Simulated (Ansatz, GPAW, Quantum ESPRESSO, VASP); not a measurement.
## Code comparison for CdF2 (Fm-3m, 3 atoms in the cell)

Self-consistent single point.

```
CELL_PARAMETERS angstrom
      0.00000     2.69500     2.69500
      2.69500     0.00000     2.69500
      2.69500     2.69500     0.00000
ATOMIC_POSITIONS crystal
  Cd 0.00000 0.00000 0.00000
  F  0.25000 0.25000 0.25000
  F  0.75000 0.75000 0.75000
```

All programs got the same cell, k-point mesh and kind of occupations (in Ansatz's words: kpoints.mp_grid.grid = 7 7 7; scf.occupations.method = fermi_dirac; scf.occupations.width = 0.05 eV); potentials, basis and cutoffs are each program's usual ones.

| code | model | pressure (GPa) | gap on the mesh (eV) | cutoff |
|---|---|---|---|---|
| Quantum ESPRESSO | PBE, SSSP 1.1.2 efficiency (PBE) pseudopotentials | 4.81 | 3.102 | 45 Ry |
| GPAW | PBE, GPAW PAW datasets PBE (gpaw-data 1.0.1) | – | 3.123 | 900 eV |
| Ansatz | PBE, default PAW files | 4.65 | 3.156 | 420 eV |
| VASP | PBE, VASP's PBE PAW potentials (set 64) | -3.63 | 3.145 | 400 eV |

A dash marks a value that a program does not give, or that is left out as unsure.

Gaps are read on the mesh.

The spread over the programs that give each value: pressure within 8.44 GPa; gap on the mesh within 0.054 eV.

The starting cell has typed, rounded lattice constants, without a prior relaxation at this level. On Ansatz's run: In the base run, with a pressure of about 5 GPa the cell is away from its equilibrium volume at this level.

Problem. Why do the programs differ, and what cannot be compared?

Solution. Differences of this kind can come from the potentials, where these differ, and from what each basis and cutoff leave unconverged. The valence holds different numbers of electrons (Quantum ESPRESSO 26, GPAW 26, Ansatz (a quantum-chemistry and plane-wave program) 34, VASP 26). The zero of total energies and Fermi levels follows the potentials and each program's conventions, so they are not compared here. Ansatz's pressure is given at a fixed set of plane waves, as the other plane-wave codes print theirs; with its correction for the finite basis it is 5.32 GPa (the shift of 0.67 GPa shows how far the cutoff is from converged). The pressure of GPAW is left out: its cutoff lies under the one at which its stress was checked. In the pressure, VASP (by 8.28) lies more than 1 GPa from the median of the plane-wave programs.

VASP's run is marked for a possible Pulay error in its stress at this cutoff; no cutoff test was made.

Left out of this page: ABINIT, CP2K, Elk, FLEUR and SIESTA (not drawn, or without a comparable value).

Keys are those of Ansatz 0.2.
